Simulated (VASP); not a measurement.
Input of a VASP 6.6.1 run:

File INCAR:

```
PREC = Accurate
ENCUT = 520
EDIFF = 1E-7
ISMEAR = 0
SIGMA = 1.0
LREAL = F
LASPH = T
NELM = 100
ALGO = Fast
ISIF = 3
LWAVE = F
LCHARG = F
GGA = PE
IBRION = 2
NSW = 80
EDIFFG = -0.002
```

Contents of KPOINTS:

```
Automatic mesh
0
Gamma
  18 18 18
```

File POSCAR:

```
Al
1.0
    0.0000000000      2.0248050000      2.0248050000
    2.0248050000      0.0000000000      2.0248050000
    2.0248050000      2.0248050000      0.0000000000
Al
1
Direct
    0.0000000000      0.0000000000      0.0000000000
```

Potentials or basis: VASP PAW PBE potentials, release 64 (Al).

Run with:

```console
$ cat potpaw_PBE.64/Al/POTCAR > POTCAR
$ mpirun -np 1 vasp_std > vasp.out
```

Problem. What does it give for the band gap on the k mesh?

Solution. None (metal or under the smearing width).

Problem. What does it give for the relaxed cell?

Solution. a = 2.866 Å, b = 2.866 Å, c = 2.866 Å, α = 60.00°, β = 60.00°, γ = 60.00°.

Problem. Estimate the relaxed volume.

Solution. 16.64 Å³/atom.

Problem. Estimate the space group after relaxing (to 0.05 Å).

Solution. Fm-3m (No. 225).

Final structure:
```
Al
1.0
     0.00000    2.02628    2.02628
     2.02628    0.00000    2.02628
     2.02628    2.02628    0.00000
Al
1
Cartesian
  0.0000 0.0000 0.0000
```
